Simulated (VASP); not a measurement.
An input for Quantum ESPRESSO's pw.x (written as the equivalent of a VASP run, and not itself run):

```
&CONTROL
  calculation = 'vc-relax'
  pseudo_dir = './pseudo'
  outdir = './out'
  tprnfor = .true.
  tstress = .true.
  nstep = 60
  forc_conv_thr = 0.00039
/
&SYSTEM
  ibrav = 0
  nat = 2
  ntyp = 2
  ecutwfc = 102
  occupations = 'smearing'
  smearing = 'gaussian'
  degauss = 0.003675
  input_dft = 'pbe'
/
&ELECTRONS
  conv_thr = 7.3e-08
  electron_maxstep = 100
/
&IONS
/
&CELL
/
ATOMIC_SPECIES
  Cd 112.414 Cd.upf
  Se 78.971 Se.upf
CELL_PARAMETERS angstrom
     0.0000000    3.0484090    3.0484090
     3.0484090    0.0000000    3.0484090
     3.0484090    3.0484090    0.0000000
ATOMIC_POSITIONS crystal
  Cd   0.0000000  0.0000000  0.0000000
  Se   0.2500000  0.2500000  0.2500000
K_POINTS automatic
  7 7 7 0 0 0
```

### Question
Translate this input to VASP (INCAR, KPOINTS, POSCAR, choice of POTCAR).

### Answer
Several could match; the one computed here: 
**POSCAR**
```
CdSe
1
    0.0000000000     3.0484090000     3.0484090000
    3.0484090000     0.0000000000     3.0484090000
    3.0484090000     3.0484090000     0.0000000000
Cd Se
1 1
Direct
  0.0000000000   0.0000000000   0.0000000000
  0.2500000000   0.2500000000   0.2500000000
```

INCAR:
```
! general
SYSTEM  = CdSe
PREC    = Accurate
ENCUT   = 400
LREAL   = F
LASPH   = T

! electronic loop
EDIFF   = 1E-6
NELM    = 100
ALGO    = Normal
LMAXMIX = 4

! smearing
ISMEAR  = 0
SIGMA   = 0.05

! functional
GGA     = PE

! ions
IBRION  = 2
NSW     = 60
ISIF    = 3
EDIFFG  = -0.01

! output
LWAVE   = F
LCHARG  = F
```

KPOINTS:
```
Automatic
0
gamma
7 7 7
```

POTCAR, in this order: Cd Se (PBE.64 set). Program: vasp_std.

The two are equivalent in intent, not identical: the potentials are each code's own (VASP's PAW set, PseudoDojo norm-conserving files in pw.x), so ENCUT and ecutwfc are chosen apart and not converted; conv_thr bounds pw.x's estimated SCF error, while EDIFF bounds the energy change between steps; forc_conv_thr acts on force components and is met together with etot_conv_thr.

The structure was generated: CdSe was put into the zinc blende type (F-43m), which need not be its known phase. This run relaxes it. Symmetry was kept, so distortions that lower it aren't found.
